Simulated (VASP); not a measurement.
Consider the following.

```yaml
crystal:
  lattice:
    - [0.00000, 3.25154, 3.25154]
    - [3.25154, 0.00000, 3.25154]
    - [3.25154, 3.25154, 0.00000]
  atoms:
    - { symbol: Mg, position: [0.25000, 0.25000, 0.25000] }
    - { symbol: Mg, position: [0.75000, 0.75000, 0.75000] }
    - { symbol: Ge, position: [0.00000, 0.00000, 0.00000] }
```

Calculation: rev-vdW-DF2, VASP's PBE PAW potentials (set 64) (plane waves; VASP 6.6.1). Numerical set-up: 520 eV cut-off, 6×6×6 Γ-centred mesh, Gaussian smearing of 0.050 eV, potentials Mg Ge_d.

Q: The job: Mg$_{2}$Ge (antifluorite), 3 atoms, rev-vdW-DF2, static run, 520 eV, 6×6×6 Γ-centred mesh. Roughly how much core time does it take on a busy server core?

A: About 90 core-seconds (one run on a shared machine, a rough figure). It had 16 irreducible k-points, 13 bands, up to 1874 plane waves and 14 electronic steps.

The compound is Mg2Ge in the antifluorite structure. This cell is one point of a volume scan, at 1.06 of the reference volume.
